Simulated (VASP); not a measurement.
An input for Quantum ESPRESSO's pw.x (written as the equivalent of a VASP run, and not itself run):

```
&CONTROL
  calculation = 'scf'
  pseudo_dir = './pseudo'
  outdir = './out'
  tprnfor = .true.
  tstress = .true.
/
&SYSTEM
  ibrav = 0
  nat = 12
  ntyp = 2
  ecutwfc = 102
  occupations = 'smearing'
  smearing = 'fermi-dirac'
  degauss = 0.00147
  input_dft = 'revpbe'
/
&ELECTRONS
  conv_thr = 7.3e-08
  electron_maxstep = 100
/
ATOMIC_SPECIES
  Cd 112.414 Cd.upf
  I 126.904 I.upf
CELL_PARAMETERS angstrom
     4.3505230    0.0000000    0.0000000
    -2.1752620    3.7676640    0.0000000
     0.0000000    0.0000000   29.5435950
ATOMIC_POSITIONS crystal
  Cd   0.0000000  0.0000000  0.0000000
  Cd   0.6666670  0.3333330  0.7499500
  Cd   0.3333330  0.6666670  0.2500500
  Cd   0.0000000  0.0000000  0.5000000
  I    0.0000000  0.0000000  0.3091700
  I    0.0000000  0.0000000  0.6908300
  I    0.6666670  0.3333330  0.4411000
  I    0.3333330  0.6666670  0.5589000
  I    0.3333330  0.6666670  0.8091300
  I    0.6666670  0.3333330  0.1908700
  I    0.6666670  0.3333330  0.9411000
  I    0.3333330  0.6666670  0.0589000
K_POINTS automatic
  8 8 2 0 0 0
```

### Question
Write the VASP files for the same calculation (revPBE).

### Answer
Several could match; the one computed here: 
File KPOINTS:
```
Automatic mesh
0
Gamma
8 8 2
0 0 0
```

**POSCAR**
```
CdI2
59.087190
  0.0736288695   0.0000000000   0.0000000000
 -0.0368144432   0.0637644809   0.0000000000
  0.0000000000   0.0000000000   0.5000000000
Cd I
4 8
Direct
  0.0000000000   0.0000000000   0.0000000000
  0.6666670000   0.3333330000   0.7499500000
  0.3333330000   0.6666670000   0.2500500000
  0.0000000000   0.0000000000   0.5000000000
  0.0000000000   0.0000000000   0.3091700000
  0.0000000000   0.0000000000   0.6908300000
  0.6666670000   0.3333330000   0.4411000000
  0.3333330000   0.6666670000   0.5589000000
  0.3333330000   0.6666670000   0.8091300000
  0.6666670000   0.3333330000   0.1908700000
  0.6666670000   0.3333330000   0.9411000000
  0.3333330000   0.6666670000   0.0589000000
```

### INCAR
```
SYSTEM = CdI2
PREC = Accurate; ENCUT = 300; LREAL = .FALSE.
LASPH = .TRUE.
EDIFF = 1E-6; NELM = 100; ALGO = Normal
LMAXMIX = 4
ISMEAR = -1; SIGMA = 0.02
GGA = RE
ISIF = 2
LWAVE = .FALSE.; LCHARG = .FALSE.; LORBIT = 11
NEDOS = 601
```

POTCAR, in this order: Cd I (PBE.64 set). Program: vasp_std.

The two are equivalent in intent, not identical: the potentials are each code's own (VASP's PAW set, PseudoDojo norm-conserving files in pw.x), so ENCUT and ecutwfc are chosen apart and not converted; conv_thr bounds pw.x's estimated SCF error, while EDIFF bounds the energy change between steps.

The structure comes from a computed database's CdI2 entry; how it stands against other phases isn't given here. The cell was not relaxed at this level. The run is one of a series of settings (NEDOS = 601, KPOINTS 8×8×2 Γ-centred mesh against the base run), some of them coarse on purpose.
